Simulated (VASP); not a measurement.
Method: PBEsol GGA, VASP's PBE PAW potentials (set 64) (plane waves; VASP).

Gaps are without spin-orbit coupling.

```yaml
volume_per_atom: 10.49 Å³/atom
band gap (over mesh and band path): 3.18 eV
smallest direct gap (over mesh and band path): 4.08 eV
hill_bulk_modulus: 202 GPa
hill_shear_modulus: 1190 kbar
```

**Question.** Which relaxed crystal gives these values?
A. SrCl2, Fm-3m (225)
B. AlN, F-43m (216)
C. BP, F-43m (216)
D. MgCdTe2, R3m (160)

**Answer.** B, AlN, F-43m (216)
